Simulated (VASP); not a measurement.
Here is the system:

```
CELL_PARAMETERS angstrom
      1.53430    -2.65749     0.00000
      1.53430     2.65749     0.00000
      0.00000     0.00000     3.41478
ATOMIC_POSITIONS crystal
  Zr 0.00000 0.00000 0.00000
  B  0.33333 0.66667 0.50000
  B  0.66667 0.33333 0.50000
```

These are PBE GGA, VASP's PBE PAW potentials (set 64) (plane waves; VASP) values and carry that method's errors. Settings: 620 eV cut-off, 11×11×9 Γ-centred mesh, first-order Methfessel-Paxton smearing of 0.10 eV, potentials Zr_sv B.

Energy and stress use the plane-wave basis of the starting cell.

### Question
The ions, cell shape and volume at an external pressure of 45.0 GPa are relaxed. Predict the relaxed structure.

### Answer

```
CELL_PARAMETERS angstrom
      1.51531    -2.62460     0.00000
      1.51531     2.62460     0.00000
      0.00000     0.00000     3.36285
ATOMIC_POSITIONS crystal
  Zr 0.00000 0.00000 0.00000
  B  0.33333 0.66667 0.50000
  B  0.66667 0.33333 0.50000
```
Space group P6/mmm (191), at a tolerance of 0.03 Å.

### Question
How do energy and volume change from the first to the last step?

### Answer
The energy (σ→0) changes by +85.3 meV/atom and the volume by -3.9 %, in 8 ionic steps.

The compound is ZrB2 in the AlB2 type structure. This run relaxes it under an external pressure of 45 GPa. Symmetry was kept, so distortions that lower it aren't found.
